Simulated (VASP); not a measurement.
CeCoCuSi$_{2}$ (space group I-4m2): computed properties

Level of theory: PBEsol GGA, VASP's PBE PAW potentials (set 64) (plane waves; VASP 6.6.1).

| Quantity | Value |
|---|---|
| space group | I-4m2 (119) |
| cell | a = b = 3.986 Å, c = 9.575 Å, α = β = γ = 90.00° |
| volume per atom | 15.21 Å³/atom |
| band gap (over mesh and band path) | none (metal, semimetal or under 0.01 eV) |
| density | 6.96 g/cm³ |

```
CeCoCuSi2
1.0
   -1.99315     1.99315     4.78735
    1.99315    -1.99315     4.78735
    1.99315     1.99315    -4.78735
Ce Co Si Cu
1 1 2 1
Direct
  0.00000   0.00000   0.00000
  0.25000   0.75000   0.50000
  0.62586   0.62586   0.00000
  0.37414   0.37414   0.00000
  0.75000   0.25000   0.50000
```

The structure comes from a computed database's CeCoCuSi2 entry (I-4m2); how it stands against other phases isn't given here. It was relaxed first. Symmetry was kept, so distortions that lower it aren't found. The run is not spin-polarised, so no magnetic state was tried.
